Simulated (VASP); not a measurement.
An input for Quantum ESPRESSO's pw.x (written as the equivalent of a VASP run, and not itself run):

```
&CONTROL
  calculation = 'scf'
  pseudo_dir = './pseudo'
  outdir = './out'
  tprnfor = .true.
  tstress = .true.
/
&SYSTEM
  ibrav = 0
  nat = 4
  ntyp = 1
  ecutwfc = 72
  occupations = 'smearing'
  smearing = 'fermi-dirac'
  degauss = 0.00735
  input_dft = 'pbe'
/
&ELECTRONS
  conv_thr = 7.3e-08
  electron_maxstep = 100
/
ATOMIC_SPECIES
  Y 88.906 Y.upf
CELL_PARAMETERS angstrom
     3.6212220    0.0000000    0.0000000
    -1.8106110    3.1360700    0.0000000
     0.0000000    0.0000000   11.6513050
ATOMIC_POSITIONS crystal
  Y    0.0024690 -0.0142160  0.0069120
  Y    0.0165070  0.0102340  0.5011750
  Y    0.3292570  0.6505600  0.2363430
  Y    0.6517670  0.3534210  0.7555700
K_POINTS automatic
  4 4 1 0 0 0
```

Problem. Translate this input to VASP (INCAR, KPOINTS, POSCAR, choice of POTCAR).

Solution. This is not unique; one that fits is 
POSCAR:
```
Y
1
    3.6212220000     0.0000000000     0.0000000000
   -1.8106110000     3.1360700000     0.0000000000
    0.0000000000     0.0000000000    11.6513050000
Y
4
Direct
  0.0024690000  -0.0142160000   0.0069120000
  0.0165070000   0.0102340000   0.5011750000
  0.3292570000   0.6505600000   0.2363430000
  0.6517670000   0.3534210000   0.7555700000
```

### INCAR
```
SIGMA = 0.1   # width (eV)
LMAXMIX = 4
EDIFF = 1E-6   # SCF stop (eV)
ISMEAR = -1   # Fermi-Dirac
PREC = Accurate
ALGO = Normal
LCHARG = .FALSE.
LREAL = .FALSE.   # projection in real space or not
ENCUT = 300
LASPH = .TRUE.
NELM = 100   # most electronic steps
ISIF = 2   # forces and stress, cell fixed
LWAVE = .FALSE.
SYSTEM = Y
GGA = PE
```

### KPOINTS
```
Automatic
0
Gamma
4 4 1
0 0 0
```

POTCAR, in this order: Y_sv (PBE.64 set). Program: vasp_std.

What does not carry over: the potentials are each code's own (VASP's PAW set, PseudoDojo norm-conserving files in pw.x), so ENCUT and ecutwfc are chosen apart and not converted; conv_thr bounds pw.x's estimated SCF error, while EDIFF bounds the energy change between steps.

The structure was generated: Y was put into an ordered model structure, which need not be its known phase. The cell was not relaxed at this level, atoms are displaced from their ideal sites. The k-mesh is coarse (spacing up to 0.54 per Å, 2π included), so the numbers may not be converged in it. The run is one of a series of settings (KPOINTS 4×4×1 Γ-centred mesh against the base run), some of them coarse on purpose.
